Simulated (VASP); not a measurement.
Runs of VASP 6.6.1 on MoS2. It takes space group P6_3/mmc (No. 194, hexagonal). Conventional cell: a = 3.161 Å, b = 3.161 Å, c = 13.770 Å, α = 90.00°, β = 90.00°, γ = 120.00°. Mo (site symmetry -6m2) has 6 S at 2.40 Å as nearest neighbours. S (site symmetry 3m) is surrounded by 3 Mo at 2.40 Å. The cell was built by a generator and needn't be a form met in nature.

```csv
level,further INCAR settings,gap on the mesh (eV),pressure (GPa),largest force (eV/Å)
vdW-DF,ALGO = Fast; EDIFF = 1e-06,1.51,(c),(b)
PBE+D3(BJ),ALGO = Fast; EDIFF = 1e-06,1.52,-1.3,0.06
PBE+TS,ALGO = Fast; EDIFF = 1e-06,1.52,-0.8,0.11
SCAN+rVV10,ALGO = Normal; EDIFF = 1e-06,1.63,-0.9,0.08
PBE,ALGO = Fast; EDIFF = 1e-06,1.52,(a),0.08
```

Alike in all rows: task single point; potentials or basis VASP PAW PBE potentials, release 64 (Mo_sv, S); no spin polarisation; cell as given; k mesh 8 × 8 × 2; cutoff (eV) 520; smearing fermi-dirac 0.05 eV.

Task: Fill in the values left out.

Result: (a) 1.7; (b) 0.65; (c) 6.5.

Caveats: the PAW data sets were made with another functional, which shifts forces and pressure a little (some runs); this functional lacks dispersion, which binds the layers, so the pressure and a relaxed spacing across them are unreliable (some runs).

A k mesh can miss the band edges, and the runs leave out spin-orbit coupling on Mo.

Not every run made on this cell is shown here.
